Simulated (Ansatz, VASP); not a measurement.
# Cross-check of Ba4Sr3Li4Zr2Si34O81 (glassy 76SiO2-9BaO-7SrO-4Li2O-4ZrO2 (mol %)) between VASP and Ansatz, part 2 of 2

Wanted: the spread between two codes on one cell, functional and k mesh. Of the first pair: The structure shown is the start of the Ansatz relaxation below; VASP solves that cell, so the two are compared at the walk's first step.

VASP 6.6.1 and Ansatz 0.2.0.

So far. Step 4 (Comparison): The forces differ by 31 meV/Å r.m.s., which is 3.2 % of the r.m.s. force of 0.948 eV/Å (both taken over all components).

### 6. VASP: single point, PBE, relaxed cell, pair 2

Level of this step: PBE; plane waves and PAW (Si, Ba_sv, Sr_sv, Li_sv, Zr_sv, O) (VASP).

The same cell, functional and mesh now go to VASP, with its own data sets.

File INCAR:

```
SYSTEM = Ba4Sr3Li4Zr2Si34O81
PREC = Accurate
ENCUT = 750
EDIFF = 1E-06
NELM = 120
ISMEAR = 0
SIGMA = 0.01
LREAL = Auto
ALGO = Normal
GGA = PE
NBANDS = 464
LASPH = .TRUE.
LORBIT = 11
LWAVE = .FALSE.
LCHARG = .FALSE.
ISIF = 2
GGA_COMPAT = .FALSE.
EFERMI = MIDGAP
NCORE = 4
```

File POSCAR:

```
Ba4Sr3Li4Zr2Si34O81
1.0
   12.3381840000      0.2252660000      0.3940580000
    0.2252660000     12.2890180000     -0.0761260000
    0.3940580000     -0.0761260000     12.2307970000
Si Ba Sr Li Zr O
34 4 3 4 2 81
Direct
    0.9793100000      0.1199500000      0.4821500000
    0.7384900000      0.7701700000      0.8151900000
    0.0575600000      0.8987700000      0.1565300000
    0.4508700000      0.5249200000      0.7901000000
    0.9446800000      0.9095700000      0.7737600000
    0.5039700000      0.4839000000      0.5562500000
    0.2370700000      0.3359100000      0.1868300000
    0.9601900000      0.1587000000      0.7312400000
    0.8078800000      0.8414400000      0.1867500000
    0.1469200000      0.8434700000      0.9134400000
    0.1311500000      0.7752700000      0.3748100000
    0.8648600000      0.3121700000      0.3725600000
    0.4304200000      0.2644100000      0.3289700000
    0.1729400000      0.4017900000      0.9653900000
    0.2097100000      0.6076300000      0.8286200000
    0.7634900000      0.3047700000      0.8028000000
    0.4110400000      0.0082800000      0.2748500000
    0.9354500000      0.4406900000      0.0497800000
    0.8545000000      0.5931800000      0.2546900000
    0.2103500000      0.0910500000      0.1536600000
    0.7071100000      0.8647000000      0.4279200000
    0.6151400000      0.1899300000      0.9953400000
    0.3276300000      0.0209200000      0.9231800000
    0.0291500000      0.5304100000      0.6763100000
    0.2882900000      0.3680500000      0.5209800000
    0.7884200000      0.2564100000      0.1388400000
    0.5990700000      0.0685300000      0.5699400000
    0.9342200000      0.8796100000      0.5144400000
    0.1484100000      0.3095800000      0.7309400000
    0.6869300000      0.2951100000      0.5544700000
[... 92 atom lines left out ...]
    0.3598800000      0.3173000000      0.2291700000
    0.8538000000      0.3399600000      0.0582100000
    0.7323700000      0.8846400000      0.0931100000
    0.1785600000      0.2174200000      0.1906500000
    0.6273400000      0.0277200000      0.6882000000
    0.1858000000      0.5311800000      0.9393500000
```

File KPOINTS:

```
Automatic mesh
0
Gamma
1 1 1
0 0 0
```

Potentials, in the order of the species: Si, Ba_sv, Sr_sv, Li_sv, Zr_sv and O (PBE family, release 64).

Launch:

```sh
$ mpirun -np 16 vasp_gam
```

Numbers of over 12 decimals in the logs are rounded to 6 here.

What it wrote:

```text
[... set-up lines as in an earlier step ...]
 entering main loop
       N       E                     dE             d eps       ncg     rms          rms(c)
DAV:   1     0.859704646317E+04    0.85970E+04   -0.51639E+05   928   0.207E+03
DAV:   2    -0.288622529240E+03   -0.88857E+04   -0.85558E+04  1144   0.444E+02
DAV:   3    -0.109012362433E+04   -0.80150E+03   -0.79607E+03  1104   0.140E+02
DAV:   4    -0.112053921687E+04   -0.30416E+02   -0.30298E+02  1256   0.250E+01
[...]
DAV:  18    -0.980826887245E+03    0.50613E-05   -0.24823E-05  1096   0.856E-03    0.211E-02
DAV:  19    -0.980826886594E+03    0.65117E-06   -0.17321E-05  1080   0.759E-03    0.938E-03
DAV:  20    -0.980826886402E+03    0.19172E-06   -0.36254E-06   960   0.463E-03
   1 F= -.98082689E+03 E0= -.98082689E+03  d E =0.000000E+00
```

From OUTCAR (step 6):

```text
  Total        1.6789137      1.7219412      1.1260892     -0.4526993      0.0790855      0.4422416
  in kB        1.4525408      1.4897668      0.9742553     -0.3916605      0.0684222      0.3826128
  external PRESSURE =       1.3055210 kB  Pullay stress =       0.0000000 kB

 POSITION                                       TOTAL-FORCE (eV/Angst)
 -----------------------------------------------------------------------------------
     12.29992      1.65797      6.27385        -0.090648     -0.003470     -0.051579
      9.60635      9.56893     10.20280         0.028512      0.022844      0.079269
      0.97433     11.04605      1.86875        -0.023184     -0.016431     -0.002534
      5.99251      6.49217      9.80126        -0.037038      0.064290     -0.081052
[...]
4.43790      7.06009      9.47866         0.061378     -0.016733      0.001043
      9.56464     11.15712      3.93648        -0.005709     -0.012224      0.002339
      4.98292      5.68288      6.74074         0.023719     -0.014487      0.004423
      7.38813      4.61547      7.02791        -0.000282      0.021916     -0.014355
      1.11912     10.50184     10.15295         0.006835      0.030872      0.002165
     10.41048     10.36048      6.33629         0.014262      0.041523     -0.015381
      1.49059     10.24391      0.50685        -0.008051      0.032645     -0.003199
     11.67354      2.06868      7.77721         0.007218     -0.002816     -0.030729
      6.14151      1.51832      7.20382         0.071530      0.033641     -0.021980
[...]
-----------------------------------------------------------------------------------
    total drift:                                0.002636     -0.007467      0.026732

  FREE ENERGIE OF THE ION-ELECTRON SYSTEM (eV)
  ---------------------------------------------------
  free  energy   TOTEN  =      -980.8268864022 eV

  energy  without entropy=     -980.8268864022  energy(sigma->0) =     -980.82688640

[... 1 part as in an earlier step ...]

[... 2 further parts left out ...]
[key lines of the parts left out:]
E-fermi :   3.8569
```

The run ends at a pressure of 0.13 GPa, with forces up to 0.22 eV/Å.

### 7. Side by side

What differs besides the data sets and the points named for the pairs above, as far as they apply: the cutoff is 420 eV in Ansatz and 750 eV in VASP (PREC = Accurate, projectors in real space). Total energies have different zeros and are not compared.

The two programs side by side:

```
              quantity  Ansatz   VASP  difference
        pressure (GPa)   -0.02   0.13       -0.15
gap on the k mesh (eV)   3.699  3.683      +0.017
```

Forces on 7 of the 128 atoms, those with the largest forces and the largest differences (eV/Å; atoms numbered as in POSCAR):

```
atom         Ansatz x, y, z           VASP x, y, z
 Si4  -0.006, 0.009, -0.010  -0.037, 0.064, -0.081
Si19  0.017, -0.002, -0.009   0.054, 0.033, -0.093
Si27   0.009, 0.006, -0.015   0.050, 0.014, -0.121
Ba35  0.002, -0.003, -0.007   0.162, -0.147, 0.024
 O68   0.000, -0.005, 0.001  -0.069, 0.046, -0.072
 O93    0.001, 0.000, 0.003   -0.098, 0.139, 0.109
 O99   -0.005, 0.010, 0.005    0.034, 0.010, 0.109
```

The forces differ by 33 meV/Å r.m.s., where the r.m.s. force is 0.008 eV/Å in Ansatz and 0.034 eV/Å in VASP: the atoms lie near their places of rest in Ansatz, so a percentage would say little (all taken over all components). A gap on the mesh is an upper bound, since the band edges may lie between its points.

### 8. Outcome

```json
{"r.m.s. force difference (single point, PBE, start cell, pair 1)": "3.2 % of the r.m.s. force", "r.m.s. force difference (single point, PBE, relaxed cell, pair 2)": "33 meV/Å"}
```

In words: The r.m.s. force difference is 33 meV/Å (single point, PBE, relaxed cell, pair 2), beyond the 12 meV/Å picked in this series as the mark of a large difference. What causes the difference of the single point, PBE, start cell, pair 1 pair stays open here. What causes the difference of the single point, PBE, relaxed cell, pair 2 pair stays open here. How closely two codes agree says nothing of how well the functional describes the real material.

[Lines on the potential files, build, host, timing and source positions are cut from VASP's logs without a mark.]

[Logs are printed without paths, hosts, clocks, repeated set-up lines and the standing remarks that a program may print on its own settings, such as how far it seeks lower states.]

[Hosts, paths, dates, database ids (printed as entryN), source tags and the programs' standing remarks are cut or masked in the printed files.]
